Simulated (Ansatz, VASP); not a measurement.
# GaSb: VASP beside Ansatz, part 3 of 3

One calculation is typed for both programs; each brings its own data sets. How far apart do they land? The cell is taken from a series of runs on this material, whose earlier steps may have relaxed, scaled, displaced or heated it; both programs get it as it stands.

VASP 6.6.1 and Ansatz 0.2.0.

So far: The starting structure; Ansatz: zone-centre phonons, LDA; VASP: zone-centre phonons, LDA.

## Step 3: VASP: zone-centre phonons, LDA (continued)

Level of this step: LDA; plane waves and PAW (Ga_d, Sb) (VASP).

Numbers of over 12 decimals in the logs are rounded to 6 here.

Parts of OUTCAR (step 3):

```text
ion  position               nearest neighbor table
   1  0.000  0.000  0.000-   2 2.67   2 2.67   2 2.67   2 2.67
   2  0.750  0.750  0.750-   1 2.67   1 2.67   1 2.67   1 2.67

  LATTYP: Found a trigonal (rhomboedric) cell.
 ALAT       =     4.3608772087
 COS(alpha) =     0.4998220056

 Subroutine GETGRP returns: Found  6 space group operations
 (whereof  6 operations were pure point group operations)

The static configuration has the point symmetry C_3v.

   k-points           NKPTS =   1728   k-points in BZ     NKDIM =   1728   number of bands    NBANDS=     15

   dimension x,y,z NGX =    32 NGY =   32 NGZ =   32
   dimension x,y,z NGXF=    64 NGYF=   64 NGZF=   64

   ENCUT  =  500.0 eV  36.75 Ry    6.06 a.u.   7.95  7.95  7.95*2*pi/ulx,y,z

   NELECT =      18.0000    total number of electrons

 k-points in reciprocal lattice and weights: Points of the shifted mesh
   0.04166667  0.04166667  0.04166667       0.001
   0.04166667  0.04166667  0.12500000       0.001
   0.04166667  0.04166667  0.20833333       0.001
   0.04166667  0.04166667  0.29166667       0.001
   0.04166667  0.04166667  0.37500000       0.001
   0.04166667  0.04166667  0.45833333       0.001
   0.04166667  0.04166667  0.54166667       0.001
   0.04166667  0.04166667  0.62500000       0.001
   0.04166667  0.04166667  0.70833333       0.001
[...]
0.95833333  0.95833333  0.87500000       0.001
   0.95833333  0.95833333  0.95833333       0.001

 average (electrostatic) potential at core
       1 -67.0883       2 -88.8929

  Total       -0.9786278     -0.9786278     -0.9786278      0.0004101      0.0004101      0.0004101
  in kB      -26.7304119    -26.7304119    -26.7304119      0.0112022      0.0112022      0.0112022
  external PRESSURE =     -26.7304119 kB  Pullay stress =       0.0000000 kB

  energy-cutoff  :      500.00
  volume of cell :       58.66
      direct lattice vectors                 reciprocal lattice vectors
    -0.000548840  3.083605822  3.083605822    -0.162104549  0.162133406  0.162133406
     3.083605822 -0.000548840  3.083605822     0.162133406 -0.162104549  0.162133406
     3.083605822  3.083605822 -0.000548840     0.162133406  0.162133406 -0.162104549

 POSITION                                       TOTAL-FORCE (eV/Angst)
 -----------------------------------------------------------------------------------
      0.00019      0.00019      0.00019         0.000313      0.000313      0.000313
      4.62480      4.62480      4.62480        -0.000313     -0.000313     -0.000313
 -----------------------------------------------------------------------------------
    total drift:                               -0.000014     -0.000014     -0.000014

 Eigenvectors and eigenvalues of the dynamical matrix
 ----------------------------------------------------

   1 f  =    6.354168 THz    39.924414 2PiTHz  211.952224 cm-1    26.278715 meV
             X         Y         Z           dx          dy          dz
      0.000195  0.000195  0.000195     0.460669    0.460669    0.460669
      4.624802  4.624802  4.624802    -0.348019   -0.348019   -0.348019

   2 f  =    6.347214 THz    39.880720 2PiTHz  211.720261 cm-1    26.249955 meV
             X         Y         Z           dx          dy          dz
      0.000195  0.000195  0.000195     0.325764    0.325764   -0.651528
      4.624802  4.624802  4.624802    -0.246058   -0.246058    0.492116

   3 f  =    6.347214 THz    39.880720 2PiTHz  211.720261 cm-1    26.249955 meV
             X         Y         Z           dx          dy          dz
      0.000195  0.000195  0.000195     0.564240   -0.564240   -0.000000
      4.624802  4.624802  4.624802    -0.426185    0.426185   -0.000000

   4 f/i=    0.005209 THz     0.032726 2PiTHz    0.173737 cm-1     0.021541 meV
             X         Y         Z           dx          dy          dz
      0.000195  0.000195  0.000195     0.348019    0.348019    0.348019
      4.624802  4.624802  4.624802     0.460669    0.460669    0.460669

   5 f/i=    0.005759 THz     0.036186 2PiTHz    0.192107 cm-1     0.023818 meV
             X         Y         Z           dx          dy          dz
      0.000195  0.000195  0.000195     0.100602    0.366884   -0.467486
      4.624802  4.624802  4.624802     0.133190    0.485729   -0.618919

   6 f/i=    0.005759 THz     0.036186 2PiTHz    0.192107 cm-1     0.023818 meV
             X         Y         Z           dx          dy          dz
      0.000195  0.000195  0.000195    -0.481723    0.327985    0.153738
      4.624802  4.624802  4.624802    -0.637769    0.434230    0.203539

 ELASTIC MODULI CONTR FROM IONIC RELAXATION (kBar)
 Direction    XX          YY          ZZ          XY          YZ          ZX
 --------------------------------------------------------------------------------
 XX          -0.0045     -0.0003     -0.0003      0.1177      0.7575     -0.0661
 YY          -0.0003     -0.0045     -0.0003     -0.0661      0.1177      0.7575
 ZZ          -0.0003     -0.0003     -0.0045      0.7575     -0.0661      0.1177
 XY           0.1177     -0.0661      0.7575   -131.5635      1.7083      1.7083
 YZ           0.7575      0.1177     -0.0661      1.7083   -131.5635      1.7083
 ZX          -0.0661      0.7575      0.1177      1.7083      1.7083   -131.5635
 --------------------------------------------------------------------------------
```

## Step 4: Differences

Known differences besides the potentials themselves: the two LDA forms differ slightly; the data sets hold 28 valence electrons in Ansatz (on its PAW soft_1 files) and 18 in VASP; the cutoff is 420 eV in Ansatz and 500 eV in VASP; VASP's log shows a relativistic correction to its local exchange, Ansatz's none. Total energies have different zeros and are not compared.

Compared:

| quantity | Ansatz | VASP | difference |
| --- | --- | --- | --- |
| optical mode 1 to 2 (cm⁻¹) | 209.6 | 211.7 | -1.02 % |
| optical mode 3 (cm⁻¹) | 209.9 | 212.0 | -0.99 % |

Modes are paired by rising frequency, not by their patterns, so a pair may set unlike modes beside each other; they are those without the splitting of longitudinal modes.

## Step 5: Results

```
r.m.s. difference of the optical zone-centre modes, each program's sorted by frequency (zone-centre phonons, LDA) : 2.1 cm⁻¹
difference in optical mode 1 to 2 (zone-centre phonons, LDA)                                                      : -1.0 %
```

In words: The r.m.s. difference of the optical zone-centre modes, each program's sorted by frequency is 2.1 cm⁻¹ (zone-centre phonons, LDA). The data sets hold unlike numbers of valence electrons (28 in Ansatz and 18 in VASP), so part of the differences may come from the potentials. Among the rows given in per cent, the largest difference of the zone-centre phonons, LDA pair is in optical mode 1 to 2, -1.0 %. How closely two codes agree says nothing of how well the functional describes the real material.

[Lines on the potential files, build, host, timing and source positions are cut from VASP's logs without a mark.]

[Logs are printed without paths, hosts, clocks, repeated set-up lines and the standing remarks that a program may print on its own settings, such as how far it seeks lower states.]

[Hosts, paths, dates, database ids (printed as entryN), source tags and the programs' standing remarks are cut or masked in the printed files.]
